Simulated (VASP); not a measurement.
Computed with LDA (Ceperley-Alder, Perdew-Zunger), VASP's LDA PAW potentials (set 64) (plane waves; VASP 6.6.1).

Gaps are without spin-orbit coupling.

Q: Order these relaxed crystals by band gap, smallest first: BN, R3m (160); Cd2SrP2, P-3m1 (164); BeS, F-43m (216); BaO2, I4/mmm (139).

A: Cd2SrP2, P-3m1 (164) (0.83 eV), BaO2, I4/mmm (139) (1.87 eV), BeS, F-43m (216) (2.83 eV), BN, R3m (160) (3.94 eV)
